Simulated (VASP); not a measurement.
```
Na2S
1.0
    0.00000     3.24949     3.24949
    3.24949     0.00000     3.24949
    3.24949     3.24949     0.00000
Na S
2 1
Direct
  0.25000   0.25000   0.25000
  0.75000   0.75000   0.75000
  0.00000   0.00000   0.00000
```

Calculation: PBEsol GGA, VASP's PBE PAW potentials (set 64) (plane waves; VASP). Run with 400 eV cut-off, 7×7×7 Γ-centred mesh, tetrahedra with Blöchl corrections, potentials Na_pv S.

Question: Estimate the energy per atom (σ→0), band gap (on the k-mesh) with the smallest direct gap where there is one.

Answer: 
```json
{
  "band gap (on the k-mesh)": "2.43 eV",
  "smallest direct gap (on the k-mesh)": "2.43 eV",
  "energy per atom (σ→0)": "-3.457 eV/atom"
}
```

Only differences to runs with the same potentials and settings are physical.

The compound is Na2S in the antifluorite structure. It was relaxed first.
